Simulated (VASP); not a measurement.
All values below come from PBEsol GGA, VASP's PBE PAW potentials (set 64) (plane waves; VASP).

VASP input:

### KPOINTS
```
Automatic
0
Gamma
8 8 3
```

**INCAR**
```
# general
SYSTEM  = CuF
PREC    = Accurate
ENCUT   = 520   # plane-wave cut-off (eV)
LREAL   = .FALSE.   # projection in real space or not
LASPH   = .TRUE.   # aspherical one-centre terms

# electronic loop
EDIFF   = 1E-6   # SCF stop (eV)
NELM    = 100   # most electronic steps
ALGO    = Normal   # blocked Davidson
LMAXMIX = 4   # l cut-off of mixed one-centre charges

# smearing
ISMEAR  = 0   # Gaussian
SIGMA   = 0.05

# functional
GGA     = PS   # PBEsol

# ions
IBRION  = 2   # conjugate gradients
NSW     = 60
ISIF    = 3   # ions, shape and volume
EDIFFG  = -0.02

# output
LWAVE   = .FALSE.
LCHARG  = .FALSE.
```

**POSCAR**
```
CuF
1
    2.7541476998     0.0000000000    -0.0000000000
   -1.3770738499     2.3851619921     0.0000000000
   -0.0000000000     0.0000000000     6.7497517076
Cu F
2 2
Direct
  0.3333330000   0.6666670000   0.0465247532
  0.6666670000   0.3333330000   0.5465247532
  0.3333330000   0.6666670000   0.3284752468
  0.6666670000   0.3333330000   0.8284752468
```

POTCAR, in this order: Cu F (PBE.64 set). Program: vasp_std.

Output

File OUTCAR:
```
 ion  position               nearest neighbor table
   1  0.333  0.667  0.047-   3 1.90   4 2.17   4 2.17   4 2.17
   2  0.667  0.333  0.547-   4 1.90   3 2.17   3 2.17   3 2.17
   3  0.333  0.667  0.328-   1 1.90   2 2.17   2 2.17   2 2.17
   4  0.667  0.333  0.828-   2 1.90   1 2.17   1 2.17   1 2.17
  LATTYP: Found a hexagonal cell.
 ALAT       =     2.7541476998
 C/A-ratio  =     2.4507587985
 Subroutine PRICEL returns:
 Original cell was already a primitive cell.
 Subroutine GETGRP returns: Found 12 space group operations
The static configuration has the point symmetry C_3v.
 The point group associated with its full space group is C_6v.
The dynamic configuration has the point symmetry C_3v.
 Subroutine INISYM returns: Found 12 space group operations
 Subroutine IBZKPT returns following result:
 Found     20 irreducible k-points:

 Following reciprocal coordinates:
            Coordinates               Weight
  0.000000  0.000000  0.000000      1.000000
  0.125000 -0.000000  0.000000      6.000000
  0.250000 -0.000000  0.000000      6.000000
  0.375000  0.000000  0.000000      6.000000
  0.500000 -0.000000  0.000000      3.000000
...
```

### OSZICAR
```
       N       E                     dE             d eps       ncg     rms          rms(c)
DAV:   1     0.361690445838E+03    0.36169E+03   -0.18000E+04   880   0.257E+03
DAV:   2     0.322535385843E+02   -0.32944E+03   -0.31563E+03   898   0.465E+02
DAV:   3    -0.166437255479E+02   -0.48897E+02   -0.47532E+02  1164   0.207E+02
DAV:   4    -0.181969963675E+02   -0.15533E+01   -0.15480E+01  1166   0.389E+01
DAV:   5    -0.182124739845E+02   -0.15478E-01   -0.15473E-01  1080   0.372E+00    0.106E+01
DAV:   6    -0.171672889034E+02    0.10452E+01   -0.20383E+01  1272   0.100E+02    0.790E+00
DAV:   7    -0.160316622497E+02    0.11356E+01   -0.48412E+00  1152   0.696E+01    0.209E+00
DAV:   8    -0.160381576908E+02   -0.64954E-02   -0.49715E-01  1302   0.644E+00    0.910E-01
DAV:   9    -0.160206858542E+02    0.17472E-01   -0.27551E-02  1150   0.304E+00    0.267E-01
DAV:  10    -0.160201652114E+02    0.52064E-03   -0.11607E-02  1360   0.202E+00    0.132E-01
DAV:  11    -0.160199397233E+02    0.22549E-03   -0.10791E-03  1426   0.681E-01    0.289E-02
DAV:  12    -0.160199457088E+02   -0.59855E-05   -0.16243E-04  1208   0.152E-01    0.103E-02
DAV:  13    -0.160199453523E+02    0.35648E-06   -0.80987E-06  1054   0.336E-02
   1 F= -.16019945E+02 E0= -.16019723E+02  d E =-.160199E+02
       N       E                     dE             d eps       ncg     rms          rms(c)
DAV:   1    -0.160232203913E+02   -0.32747E-02   -0.74224E-02  1100   0.436E+00    0.461E-01
DAV:   2    -0.160209301236E+02    0.22903E-02   -0.19904E-02  1094   0.285E+00    0.183E-01
DAV:   3    -0.160202350130E+02    0.69511E-03   -0.37103E-03  1186   0.161E+00    0.108E-01
DAV:   4    -0.160200726094E+02    0.16240E-03   -0.20981E-04  1214   0.399E-01    0.418E-02
DAV:   5    -0.160200400418E+02    0.32568E-04   -0.65190E-05  1374   0.134E-01    0.787E-03
DAV:   6    -0.160200393308E+02    0.71096E-06   -0.85936E-06  1122   0.575E-02
   2 F= -.16020039E+02 E0= -.16019799E+02  d E =-.939785E-04
```

File OUTCAR:
```
------------------------ aborting loop because EDIFF is reached ----------------------------------------
  FORCE on cell =-STRESS in cart. coord.  units (eV):
  Direction    XX          YY          ZZ          XY          YZ          ZX
  --------------------------------------------------------------------------------------
  Total       -0.0022782     -0.0022782     -0.0564141     -0.0000000      0.0000000     -0.0000000
  in kB       -0.0821302     -0.0821302     -2.0337206     -0.0000000      0.0000000     -0.0000000
  external PRESSURE =      -0.7326603 kB  Pullay stress =       0.0000000 kB
  volume of cell :       44.44
      direct lattice vectors                 reciprocal lattice vectors
     2.754659469  0.000000000 -0.000000000     0.363021278  0.209590422  0.000000000
    -1.377329735  2.385605198  0.000000000    -0.000000000  0.419180844  0.000000000
     0.000000000  0.000000000  6.763018854     0.000000000 -0.000000000  0.147862962
 POSITION                                       TOTAL-FORCE (eV/Angst)
 -----------------------------------------------------------------------------------
     -0.00000      1.59040      0.31476        -0.000000      0.000000      0.015161
      1.37733      0.79520      3.69627        -0.000000     -0.000000      0.015161
     -0.00000      1.59040      2.22137         0.000000     -0.000000     -0.015161
      1.37733      0.79520      5.60288         0.000000     -0.000000     -0.015161
 -----------------------------------------------------------------------------------
    total drift:                               -0.002443      0.001412     -0.003518
  FREE ENERGIE OF THE ION-ELECTRON SYSTEM (eV)
  ---------------------------------------------------
  free  energy   TOTEN  =       -16.0200393308 eV

  energy  without entropy=      -16.0195582776  energy(sigma->0) =      -16.01979880

 reached required accuracy - stopping structural energy minimisation
```
(Selected blocks of OUTCAR.)

### CONTCAR
```
CuF
   1.00000000000000
     2.7546594694645692    0.0000000000000000   -0.0000000000000000
    -1.3773297347322846    2.3856051976963495    0.0000000000000000
     0.0000000000000000    0.0000000000000000    6.7630188538674876
  Cu              F
     2     2
Direct
     0.3333330000000032    0.6666669999999968    0.0465411644678543
     0.6666669999999968    0.3333330000000032    0.5465411644678543
     0.3333330000000032    0.6666669999999968    0.3284588355321457
     0.6666669999999968    0.3333330000000032    0.8284588355321457
```

The structure was generated: CuF was put into the wurtzite type (P6_3mc), which need not be its known phase. This run relaxes it. Symmetry was kept, so distortions that lower it aren't found. The start is the result of an earlier pass.
